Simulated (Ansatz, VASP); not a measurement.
# W2SNO (W2NOS MXene monolayer): VASP beside Ansatz

Wanted: the spread between two codes on one cell, functional and k mesh. The structure shown is the start of the Ansatz relaxation below; VASP solves that cell, so the two are compared at the walk's first step.

Method: plane waves, with VASP 6.6.1 beside it; single point at PBE with D3(BJ), in Ansatz 0.2.0.

**1. The structure**

The cell holds 5 atoms: 1 S, 2 W, 1 N and 1 O. Its edges and angles: a = 3.054 Å, b = 3.054 Å, c = 41.767 Å, α = 90.0°, β = 90.0°, γ = 120.0°. Vacuum lies along c.

Structure file:

```cif
data_structure
_symmetry_space_group_name_H-M 'P 1'
_symmetry_Int_Tables_number 1
_cell_length_a 3.0539
_cell_length_b 3.0539
_cell_length_c 41.7671
_cell_angle_alpha 90.000
_cell_angle_beta 90.000
_cell_angle_gamma 120.000
_cell_volume 337.35
loop_
_atom_site_label
_atom_site_type_symbol
_atom_site_fract_x
_atom_site_fract_y
_atom_site_fract_z
_atom_site_occupancy
S1 S 0.33333 0.66667 0.43575 1
W2 W 0.66667 0.33333 0.47845 1
W3 W 0.33333 0.66667 0.53615 1
N4 N 0.00000 0.00000 0.50730 1
O5 O 0.66667 0.33333 0.56425 1
```

**2. Ansatz: relaxation, PBE with D3(BJ)**

Ansatz runs on its default PAW (the set named soft_2) files.

The two programs are compared at the cell with which this relaxation starts, whose forces are those of its first step.

File input.yaml:

```yaml
crystal:
  lattice:
    - [3.053908, 0.0, 0.0]
    - [-1.526954, 2.6447619088, 0.0]
    - [0.0, 0.0, 41.7671113722]
  atoms:
    - { symbol: S, position: [0.3333333333, 0.6666666667, 0.4357495504] }
    - { symbol: W, position: [0.6666666667, 0.3333333333, 0.4784533442], spin: 1.0 }
    - { symbol: "N", position: [0.0, 0.0, 0.5073035733] }
    - { symbol: W, position: [0.3333333333, 0.6666666667, 0.5361538025], spin: 1.0 }
    - { symbol: O, position: [0.6666666667, 0.3333333333, 0.5642504496] }
  periodic: [true, true, false]
magnetization:
  spin_polarized: true
kpoints:
  mp_grid: { grid: [12, 12, 1] }
hamiltonian:
  xc: pbe
  dispersion: d3bj
scf:
  occupations: { method: fermi_dirac, width: 0.05 }
  convergence: { dr2_threshold: 1.0e-09 }
relax:
  f_tol: 0.004
  max_steps: 90
  cell: {}
output:
  write_potential: true
  write_density: true
  volumetric_format: npy
```

The run is started by

```sh
ansatz run input.yaml --threads 4 --pin off --max-ram 6144MiB --backend cpu --events-out ev --progress --plain --runs-dir out
```

Numbers of over 12 decimals in the logs are rounded to 6 here.

The program printed:

```text
Warning: relax.cell: scf.convergence.dr2_threshold = 1e-9 eV is looser than the 2.11731525683e-10 eV advised for a relaxation that steers and ends on the stress (1e-10 eV for each atom of the cell: 5, times the square of relax.cell.stress_2d_tol = 0.05 N/m over 15.4 Å (the atoms' height at the walk's start and 5 Å past either face), 3.254e-2 GPa, over a crystal's default 0.05). What an SCF threshold leaves in a stress goes as its square root, and in the free energy as the threshold itself, and one threshold admits the most on a small cell: [figures from the program's tests cut] Set scf.convergence.dr2_threshold to 2.11731525683e-10 eV or tighter. [rest of the remark cut]
Engine: ansatz 0.2.0, x86_64-unknown-linux-gnu
Pseudopotentials: kind: paw
Pseudopotential: S, paw, valence charge 6, recommended cutoff 420 eV (normal), S.paw.azcp
Pseudopotential: W, paw, valence charge 14, recommended cutoff 420 eV (normal), W.paw.azcp
Pseudopotential: N, paw, valence charge 5, recommended cutoff 420 eV (normal), N.paw.azcp
Pseudopotential: O, paw, valence charge 6, recommended cutoff 420 eV (normal), O.paw.azcp
Functional definition: PBE
  parameter kappa = 0.804
  parameter beta = 0.066725
  exchange = pbe_x(kappa = kappa, mu = beta*pi^2/3)
  correlation = pbe_c(beta = beta)
Crystal: 5 atoms, lattice volume = 337.347 Å³
Basis set: ecut = 420 eV, 6547 PW (Γ), exchange–correlation on 48×48×576 points (8 copies of the dense FFT grid, shifted against one another)
Bands: 29, of which v1, the nominal top of the filled ones, is band 23 counted from 1 (22 counted from 0)
Symmetry: 6 space group operations
Space group: P3m1 (ITA 156), of the structure as read, at distance tolerance 7.0e-5 Å
Magnetic group: BNS 156.49 (UNI 1279), of the structure as read, at distance tolerance 7.0e-5 Å
k-points: 19 of 144 (time reversal used)
Non-local potential: S, projectors of the file, l = 0: 2, l = 1: 2, l = 2: 2
Non-local potential: W, projectors of the file, l = 0: 3, l = 1: 2, l = 2: 2, l = 3: 1
Non-local potential: N, projectors of the file, l = 0: 2, l = 1: 2, l = 2: 1
Non-local potential: O, projectors of the file, l = 0: 2, l = 1: 2, l = 2: 1
PAW form: soft (Blöchl's): semilocal exchange-correlation on the pseudo side does not see the compensation charge
PAW one-centre angular grid: S, 110 points (default); XC on 64 Gauss nodes
PAW one-centre angular grid: W, 590 points (default); XC on 64 Gauss nodes
PAW one-centre angular grid: N, 110 points (default); XC on 64 Gauss nodes
PAW one-centre angular grid: O, 110 points (default); XC on 64 Gauss nodes
Initial density: superposition of atomic densities (neutral atoms: chi_scale 0, normalization atom)
Starting moments: Σ|m| = 2 μB on 2 of 5 sites
Initial wavefunctions: pseudopotential atomic-orbital guess
Functional: x = pbe(κ = 0.804, μ = 0.219515), c = pbe(β = 0.066725)
SCF iter   1: F=—  HF=-22627.049404 eV  |F-HF|=—  |Δ(HF+E_count)|=         —  Δρ=3.01e-2 (↑3.01e-2 ↓2.63e-2)  dr2=1.30e1  dr2_m=9.36e-2  M=1.017 μB ∫|m|=1.153 μB  β_m=0.30  ethr=3.10e-3  ⟨swp⟩=16.7  Hψ=9321  notcnv=0
Mixer restart at iter 1: flushing history
preconditioner: auto → LDOS  [metal: Δε(μ)=0.013 eV  Ē_g=10.458 eV  σ=0.050 eV  W_gap=0.06  n_scr=24 (ndim 8)  ℏωp=10.9 eV  f_vac=0.786  D(μ)=2.95/eV (n_scr^D=16)]
spin=Collinear: LDOS preconditioning applied to the charge; magnetization (m = ρ↑ − ρ↓) channel mixes plain (no charge-response kernel on spin).
SCF iter   2: F=—  HF=-22625.375495 eV  |F-HF|=—  |Δ(HF+E_count)|=    1.67e0  Δρ=1.98e-2 (↑1.98e-2 ↓1.68e-2)  dr2=5.85e0  dr2_m=5.60e-2  M=0.918 μB ∫|m|=1.052 μB  β_m=0.55  ethr=3.10e-3  ⟨swp⟩=3.1  Hψ=2391  notcnv=0  defer=24
SCF iter   3: F=—  HF=-22624.203458 eV  |F-HF|=—  |Δ(HF+E_count)|=    1.17e0  Δρ=4.18e-3 (↑4.18e-3 ↓3.46e-3)  dr2=1.91e-1  dr2_m=9.63e-3  M=0.657 μB ∫|m|=0.755 μB  β_m=0.60  ethr=3.10e-3  ⟨swp⟩=4.9  Hψ=3061  notcnv=0  defer=24
SCF iter   4: F=—  HF=-22624.254293 eV  |F-HF|=—  |Δ(HF+E_count)|=         —  Δρ=2.76e-3 (↑2.76e-3 ↓2.63e-3)  dr2=9.84e-3  dr2_m=1.98e-2  M=0.322 μB ∫|m|=0.375 μB  β_m=0.60  ethr=4.24e-4  ⟨swp⟩=3.9  Hψ=2941  notcnv=0  defer=13
SCF iter   5: F=—  HF=-22624.256886 eV  |F-HF|=—  |Δ(HF+E_count)|=   2.59e-3  Δρ=1.61e-3 (↑1.61e-3 ↓1.57e-3)  dr2=1.19e-3  dr2_m=7.47e-3  M=0.242 μB ∫|m|=0.276 μB  β_m=0.80  ethr=2.19e-5  ⟨swp⟩=3.7  Hψ=2780  notcnv=0  defer=13
[...]
iter 1 solved again at ethr=2.42e-7 eV; its pass at ethr=3.10e-3 eV (dr2=1.09e-4 eV) is discarded
SCF iter   1: F=—  HF=-22624.812141 eV  |F-HF|=—  |Δ(HF+E_count)|=         —  Δρ=2.18e-6 (↑2.14e-6 ↓2.18e-6)  dr2=1.55e-8  dr2_m=1.16e-11  M=0.000 μB ∫|m|=0.000 μB  β_m=0.65  ethr=2.42e-7  ⟨swp⟩=7.5  Hψ=15786  notcnv=0
eigensolver tolerance schedule: the retry pair's looser diagonalisation over-reported the residual by 7032.45 of it (diagonalisation noise at 1.22 of the residual, at the tolerance the schedule requests for it); recorded, not acted on — ethr = c·dr2/N_el stays at c = 1.0e-1
preconditioner: auto → LDOS  [metal: Δε(μ)=0.119 eV  Ē_g=9.657 eV  σ=0.050 eV  W_gap=0.47  n_scr=22 (ndim 8)  ℏωp=11.4 eV  f_vac=0.783  D(μ)=1.72/eV (n_scr^D=12)]
spin=Collinear: LDOS preconditioning applied to the charge; magnetization (m = ρ↑ − ρ↓) channel mixes plain (no charge-response kernel on spin).
SCF iter   2: F=—  HF=-22624.812311 eV  |F-HF|=—  |Δ(HF+E_count)|=   1.70e-4  Δρ=1.06e-6 (↑1.06e-6 ↓1.03e-6)  dr2=1.15e-8  dr2_m=3.46e-12  M=0.000 μB ∫|m|=0.000 μB  β_m=0.42  ethr=3.45e-11  ⟨swp⟩=7.7  Hψ=5358  notcnv=0
SCF iter   3: F=—  HF=-22624.812311 eV  |F-HF|=—  |Δ(HF+E_count)|=   2.22e-8  Δρ=6.44e-7 (↑6.44e-7 ↓6.30e-7)  dr2=1.94e-9  dr2_m=2.64e-12  M=0.000 μB ∫|m|=0.000 μB  β_m=0.71  ethr=2.55e-11  ⟨swp⟩=2.7  Hψ=1736  notcnv=0
SCF iter   4: F=-22624.812311 eV  HF=-22624.812311 eV  |F-HF|=1.24e-9  |Δ(HF+E_count)|=   2.63e-9  Δρ=1.84e-7 (↑1.76e-7 ↓1.84e-7)  dr2=3.66e-10  dr2_m=1.96e-13  M=0.000 μB ∫|m|=0.000 μB  ethr=2.22e-12  ⟨swp⟩=17.3  Hψ=11748  notcnv=0
the starting moments were not kept: the SCF closed with an absolute magnetisation of 7.8e-7 μB, where they sum to 2 μB in size (2 sites). That is at most 0.1 of that sum. Measured as dr2_m measures the in/out step, that magnetisation stands 7.6e-14 eV from none, at or under the dr2_threshold of 1.0e-9 eV: it is no larger than a step whose dr2_m would equal this threshold.
SCF 12 converged in 4 iterations: F = -22624.812311 eV  dr2 = 3.66e-10
relax step  12: F+E_penalty+E_count = -22624.81231109 eV  Δ(F+E_penalty+E_count) = +1.999e-4 eV  max|allowed force component| = 1.266e-3 eV/Å  Δτ_max = 0.0000 Å  P = -0.001 N/m  Ω = 309.295 Å³  fix = [c, alpha, beta]  reactions: c -0.000 N/m  stress off target by 1.18e-3 N/m on what of the cell is left free  SCF on the basis re-selected at this cell (its energy is not comparable with the rows above)  (4 SCF iters)
basis re-selected at this cell: Δ(F+E_penalty+E_count) = +1.999e-4 eV, ΔP = -0.003 N/m vs the last step (what re-selecting the basis moved, of the pressure what is left beyond the Pulay correction that the steps carried, after the strain that the cell walked since its last selection, with what the two solves' SCF thresholds leave and, on support functions, any second-order correction that the steps lacked; it is no m [...]
WARN: The output density's exchange-correlation potential varies sharply where the density is thin. Do not read a vacuum level from v_tot or v_xc, or from such a field of the output density. On a cell that repeats whose density bears no net charge and no dipole along the vacuum's axis use v_es (v_loc + v_h of the components); under efield.dipole_correction with no amplitude use v_es + v_field, which holds any externa [...]
SCF converged after 4 iterations
Magnetization: 0.0000 μB (22.5000 up, 22.5000 down)
Absolute magnetization: 0.0000 μB (∫|ρ↑−ρ↓|, with the PAW one-centre terms)
Spin contamination: 0.0000 ħ² per cell (⟨S²⟩ above its minimum at these occupations)
Per-site moments (μB) at R_I (Å): [(-8.218167116696106e-8, 0.980485), (2.179007620805644e-7, 0.943789), (5.701365328280047e-9, 0.888574), (5.906661779985511e-8, 0.853351), (-1.0697375150976644e-7, 0.853351)]
Free energy (F): -22624.812311 eV
Harris-Foulkes:  -22624.812311 eV  (|F-HF|=1.24e-9)
Internal energy: -22624.796430 eV  (E = F + TS)
E sigma→0 (E₀):  -22624.804371 eV
Entropy (-TS):   -0.015881 eV (-3.176 meV/atom)
Fermi energy:    -5.532514 eV
--- Per-component energies (eV) ---
  E_band       = -1227.764062
  E_kinetic    = 1318.449914
  E_local      = -205263.819904  (includes V_loc(G=0)·N_el)
  E_nonlocal   = 123.164720
  E_hartree    = 101820.486427
  E_xc         = -765.834967
  E_vxc        = -737.000554  (∫ρ·V_xc dr)
  E_paw        = -18010.321668  (= ΣΔE_a)
  E_vpaw       = -309.532268  (= ΣTr[D̂ρ^β])
  E_aug_tail   = 0.002432  (compensation charges beyond the density's cutoff)
  E_ewald      = 98154.642716
  E_disp       = -1.566101  (pairwise vdW)
  E_smearing   = -0.015881  (= −TS)
  E_closure    = -0.000000  (closes the sum)
  Σ components = -22624.812311   (vs F -22624.812311, Δ=0.00e0)
--- Forces (eV/Å), atoms counted from 1 ---
  atom   1  S      0.00000000    -0.00000000    -0.00059505
  atom   2  W      0.00000000     0.00000000     0.00104974
  atom   3  N     -0.00000000     0.00000000     0.00060369
  atom   4  W      0.00000000    -0.00000000    -0.00126353
  atom   5  O     -0.00000000    -0.00000000     0.00021708
  max |Σ_I F_I| component: 1.19e-5 eV/Å
--- 2D stress c σ (N/m, compression-positive) ---
       -0.001177       0.000000      -0.000000
       -0.000000      -0.001177      -0.000000
       -0.000000      -0.000000      -0.000000
  P = ½ c Tr σ = -0.0012 N/m
--- Band table (eV; the first three rows and the last of 38) ---
  k-point 0 ↑: bands = [... 19 lower, -7.2221, -7.2221, -6.0917, -6.0917, -5.3545, -5.3545, -5.2615, -2.7483, ... 2 higher]
  k-point 1 ↑: bands = [... 19 lower, -7.4678, -7.4233, -6.0924, -5.8172, -5.5149, -5.2839, -5.1292, -2.9951, ... 2 higher]
  k-point 2 ↑: bands = [... 19 lower, -7.5748, -7.4876, -6.3353, -5.7719, -5.6336, -4.7410, -4.7311, -3.0483, ... 2 higher]
  k-point 18 ↓: bands = [... 19 lower, -9.7557, -5.9209, -5.5052, -4.6522, -4.6442, -4.4913, -3.5254, -2.4420, ... 2 higher]
  the weakly bound empty levels are not read free of the cell's end (no_gap_told)
--- Relaxed structure (10 steps of the walk, 10 accepted, 2 SCFs on fresh bases) ---
  F+E_penalty+E_count = -22624.81231109 eV   max|allowed force component| = 1.266e-3 eV/Å   (the final SCF, on the basis selected at the relaxed cell)
  cell:  # Å, volume = 309.2953 Å³
    - [2.924180, -4.800900986871736e-18, 0]
    - [-1.462090, 2.532414, 0]
    - [0, 0, 41.7671113722]
  atoms:
    - { symbol: S, position: [0.333333, 0.666667, 0.431614] }
    - { symbol: W, position: [0.666667, 0.333333, 0.471673] }
    - { symbol: N, position: [2.0368639117193177e-18, 0, 0.508645] }
    - { symbol: W, position: [0.333333, 0.666667, 0.540677] }
    - { symbol: O, position: [0.666667, 0.333333, 0.569302] }
```

(Continued in part 2 of 2.)

[Lines on the potential files, build, host, timing and source positions are cut from VASP's logs without a mark.]

[Logs are printed without paths, hosts, clocks, repeated set-up lines and the standing remarks that a program may print on its own settings, such as how far it seeks lower states.]

[Hosts, paths, dates, database ids (printed as entryN), source tags and the programs' standing remarks are cut or masked in the printed files.]
